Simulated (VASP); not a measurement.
Crystal: Be3ZnSe4.

```
CELL_PARAMETERS angstrom
1.84600 1.06579 12.06000
-1.84600 1.06579 12.06000
0.00000 -2.13158 12.06000
ATOMIC_POSITIONS crystal
Be 0.25000 0.25000 0.25000
Be 0.50000 0.50000 0.50000
Be 0.75000 0.75000 0.75000
Zn 0.00000 0.00000 0.00000
Se 0.93550 0.93550 0.93550
Se 0.18750 0.18750 0.18750
Se 0.43750 0.43750 0.43750
Se 0.68750 0.68750 0.68750
```

The cell was built by a generator and needn't be a form met in nature.

- Program: VASP 6.6.1
- Task: relaxation of cell and atoms
- Functional: PBE
- Potentials or basis: VASP PAW PBE potentials, release 64 (Be, Zn, Se)
- Cutoff: 520 eV
- k mesh: 4 × 4 × 4
- Occupations: gaussian, width 0.15 eV
- Spin: no spin polarisation

At the start: pressure 6.5 GPa; volume 17.80 Å³/atom.

Problem. How do energy, volume and symmetry change on relaxing?

Solution. Over 8 steps the energy falls by 58.7 meV/atom and the volume is 18.89 Å³/atom (+6.1 %); space group R3m (No. 160, to 0.05 Å).

Step by step:
```tsv
step	energy change (eV)	largest force (eV/Å)	pressure (GPa)	volume (Å³)
1	0.0000	2.0856	6.46	142.36
2	-0.3355	0.4209	-2.25	157.66
3	-0.3493	0.6738	-0.90	154.75
4	-0.3986	0.3974	-0.55	153.33
5	-0.4308	0.5285	0.56	150.41
6	-0.4594	0.2580	0.28	150.73
7	-0.4626	0.2222	0.07	150.86
8	-0.4699	0.0573	0.27	151.09
```

Final structure:
```xyz
8
Lattice="1.8826 1.0869 12.3063 -1.8826 1.0869 12.3063 0.0000 -2.1738 12.3063" Properties=species:S:1:pos:R:3 pbc="T T T"
Be    0.0000    0.0000    9.1012
Be    0.0000    0.0000   18.4443
Be    0.0000    0.0000   27.8075
Zn    0.0000    0.0000   36.8693
Se    0.0000    0.0000   34.4132
Se    0.0000    0.0000    6.8628
Se    0.0000    0.0000   16.2072
Se    0.0000    0.0000   25.5854
```

Caveat: the k mesh is coarse (spacing up to 0.49 Å⁻¹), so the values aren't converged.
